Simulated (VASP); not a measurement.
Input of a VASP 6.6.1 run:

File INCAR:

```
PREC     = Normal         # precision mode
ENCUT    = 520            # plane-wave cutoff, eV
EDIFF    = 1E-4           # SCF threshold, eV
ISMEAR   = 0              # smearing method
SIGMA    = 0.15           # smearing width, eV
LREAL    = F              # projectors in reciprocal space
LASPH    = T              # aspherical terms in the spheres
NELM     = 60             # most SCF steps
ALGO     = Fast           # electronic algorithm
ISIF     = 3              # what is computed and relaxed
LWAVE    = F              # write WAVECAR
LCHARG   = F              # write CHGCAR
GGA      = PE             # functional
IBRION   = 2              # ionic algorithm
NSW      = 24             # ionic steps
EDIFFG   = -0.08          # ionic threshold
```

KPOINTS

```
regular mesh
0
Gamma
  4 4 2
```

The input POSCAR:

```
Sc2InSb3
1.0
    4.0217090600      0.0000000000      0.0000000000
    0.0000000000      4.0217090600      0.0000000000
    0.0000000000      0.0000000000      8.7770064300
Sc In Sb
2 1 3
Direct
    0.5000000000      0.0000000000      0.7391800300
    0.0000000000      0.5000000000      0.2608199700
    0.5000000000      0.5000000000      0.0000000000
    0.5000000000      0.0000000000      0.3822810100
    0.0000000000      0.5000000000      0.6177189900
    0.0000000000      0.0000000000      0.0000000000
```

Potentials or basis: VASP PAW PBE potentials, release 64 (Sc_sv, In_d, Sb).

The run is started by

```bash
$ cat potpaw_PBE.64/Sc_sv/POTCAR potpaw_PBE.64/In_d/POTCAR potpaw_PBE.64/Sb/POTCAR > POTCAR
$ mpirun -np 1 vasp_std > vasp.out
```

Problem. What does it give for the band gap on the k mesh?

Solution. None (metal or under the smearing width).

Problem. Predict the space group after relaxing (to 0.05 Å).

Solution. P-4m2 (No. 115).

Problem. Estimate the relaxed cell.

Solution. a = 4.255 Å, b = 4.255 Å, c = 8.281 Å, α = 90.00°, β = 90.00°, γ = 90.00°.

Problem. Predict the relaxed volume.

Solution. 24.99 Å³/atom.

Final structure:
```xyz
6
Lattice="4.2548 0.0000 0.0000 0.0000 4.2548 0.0000 0.0000 0.0000 8.2808" Properties=species:S:1:pos:R:3 pbc="T T T"
Sc    2.1274    0.0000    5.8187
Sc    0.0000    2.1274    2.4621
In    2.1274    2.1274    0.0000
Sb    2.1274    0.0000    2.8536
Sb    0.0000    2.1274    5.4272
Sb    0.0000    0.0000    0.0000
```

Caveat: the k mesh is coarse (spacing up to 0.39 Å⁻¹), so the values aren't converged. Spin-orbit coupling is left out, which matters for the levels of Sb.
